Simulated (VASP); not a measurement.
Calculation: PBE GGA, VASP's PBE PAW potentials (set 64) (plane waves; VASP).

The input files of a VASP run:

File KPOINTS:
```
Automatic
0
gamma
  9 9 6
```

POSCAR:
```
SiGe
1
    3.7450010000     0.0000000000     0.0000000000
   -1.8725000000     3.2432660000     0.0000000000
    0.0000000000     0.0000000000     5.2196140000
Ge Si
2 2
Direct
  0.0000000000   0.0000000000   0.0000000000
  0.0000000000   0.0000000000   0.5000000000
  0.3333330000   0.6666670000   0.2500000000
  0.6666670000   0.3333330000   0.7500000000
```

### INCAR
```
PREC=Accurate
SIGMA=0.1   # width (eV)
ENCUT=750   # plane-wave cut-off (eV)
EDIFF=1E-6   # SCF stop (eV)
LCHARG=.FALSE.
LREAL=.FALSE.   # projection in real space or not
ISIF=2   # forces and stress, cell fixed
SYSTEM=SiGe
ALGO=Normal
LASPH=.TRUE.   # aspherical one-centre terms
LMAXMIX=4   # l cut-off of mixed one-centre charges
ISMEAR=1
NELM=100
LWAVE=.FALSE.
GGA=PE   # PBE
```

POTCAR, in this order: Ge_d Si (PBE.64 set). Program: vasp_std.

The resulting files:

File OSZICAR:
```
       N       E                     dE             d eps       ncg     rms          rms(c)
DAV:   1     0.289613895054E+03    0.28961E+03   -0.22275E+04  2354   0.478E+03
DAV:   2     0.265290531568E+02   -0.26308E+03   -0.25795E+03  2124   0.831E+02
DAV:   3    -0.156948871507E+02   -0.42224E+02   -0.41391E+02  2550   0.183E+02
DAV:   4    -0.173243092117E+02   -0.16294E+01   -0.15972E+01  2502   0.395E+01
DAV:   5    -0.173595047750E+02   -0.35196E-01   -0.35187E-01  2552   0.632E+00    0.516E+00
DAV:   6    -0.172955762670E+02    0.63929E-01   -0.34495E-02  2910   0.296E+00    0.300E+00
DAV:   7    -0.172566943736E+02    0.38882E-01   -0.29308E-02  2940   0.254E+00    0.176E-01
DAV:   8    -0.172566122656E+02    0.82108E-04   -0.35838E-03  2848   0.107E+00    0.864E-02
DAV:   9    -0.172566862522E+02   -0.73987E-04   -0.18875E-04  2564   0.130E-01    0.256E-02
DAV:  10    -0.172566955328E+02   -0.92806E-05   -0.23838E-05  2952   0.641E-02    0.755E-03
DAV:  11    -0.172566961798E+02   -0.64703E-06   -0.40897E-06  1994   0.155E-02
   1 F= -.17256696E+02 E0= -.17256852E+02  d E =0.467012E-03
```

OUTCAR:
```
------------------------ aborting loop because EDIFF is reached ----------------------------------------
  FORCE on cell =-STRESS in cart. coord.  units (eV):
  Direction    XX          YY          ZZ          XY          YZ          ZX
  --------------------------------------------------------------------------------------
  Total        5.6849842      5.6849841     11.6256962      0.0000009      0.0000000      0.0000000
  in kB      143.6702828    143.6702825    293.8032914      0.0000221      0.0000000      0.0000000
  external PRESSURE =     193.7146189 kB  Pullay stress =       0.0000000 kB
  volume of cell :       63.40
      direct lattice vectors                 reciprocal lattice vectors
     3.745001000  0.000000000  0.000000000     0.267022626  0.154165544  0.000000000
    -1.872500000  3.243266000  0.000000000     0.000000000  0.308331170  0.000000000
     0.000000000  0.000000000  5.219614000     0.000000000  0.000000000  0.191585048
 POSITION                                       TOTAL-FORCE (eV/Angst)
 -----------------------------------------------------------------------------------
      0.00000      0.00000      0.00000         0.000000      0.000000     -0.000000
      0.00000      0.00000      2.60981         0.000000      0.000000     -0.000000
     -0.00000      2.16218      1.30490        -0.000000      0.000000      0.000000
      1.87250      1.08109      3.91471         0.000000     -0.000000      0.000000
 -----------------------------------------------------------------------------------
    total drift:                                0.000000     -0.000000      0.000000
  FREE ENERGIE OF THE ION-ELECTRON SYSTEM (eV)
  ---------------------------------------------------
  free  energy   TOTEN  =       -17.2566961798 eV

  energy  without entropy=      -17.2571631921  energy(sigma->0) =      -17.25685185
```
(Selected blocks of OUTCAR.)

### OUTCAR
```
 val. band max:        8.9342885641   @ k =   0.3333   0.0000   0.5000

 cond. band min:       8.9950478139   @ k =   0.4444   0.0000   0.5000


 Fermi energy:         8.9687328171

 k-point     1 :       0.0000    0.0000    0.0000
  band No.  band energies     occupation
      1     -16.2011      2.00000
      2     -16.0851      2.00000
      3     -16.0851      2.00000
      4     -15.9698      2.00000
      5     -15.9698      2.00000
      6     -15.9662      2.00000
      7     -15.9662      2.00000
      8     -15.9406      2.00000
      9     -15.9406      2.00000
     10     -15.9066      2.00000
     11      -5.7758      2.00000
     12      -0.4040      2.00000
     13      -0.3411      2.00000
     14       6.5906      2.00000
     15       6.5907      2.00000
     16       8.3933      2.00000
     17       8.8135      2.05052
     18       8.8135      2.05053
     19      10.4437     -0.00000
     20      11.6079      0.00000
     21      11.6079      0.00000
     22      11.8551      0.00000

 k-point     2 :       0.1111    0.0000    0.0000
  band No.  band energies     occupation
      1     -16.2005      2.00000
      2     -16.0868      2.00000
      3     -16.0853      2.00000
      4     -15.9702      2.00000
      5     -15.9693      2.00000
      6     -15.9665      2.00000
      7     -15.9644      2.00000
      8     -15.9407      2.00000
      9     -15.9396      2.00000
     10     -15.9054      2.00000
     11      -5.6139      2.00000
     12      -0.2544      2.00000
     13      -0.1825      2.00000
     14       4.9136      2.00000
     15       6.0960      2.00000
     16       7.7170      2.00000
     17       9.3409     -0.00000
     18       9.9136     -0.00000
     19      10.1155     -0.00000
     20      11.2122      0.00000
     21      11.6819      0.00000
     22      11.7167      0.00000

 k-point     3 :       0.2222    0.0000    0.0000
  band No.  band energies     occupation
      1     -16.1990      2.00000
...
```

The structure was generated: SiGe was put into the NiAs type (P6_3/mmc), which need not be its known phase. The cell was not relaxed at this level. The run is one of a series of settings (ENCUT = 750 against the base run), some of them coarse on purpose.
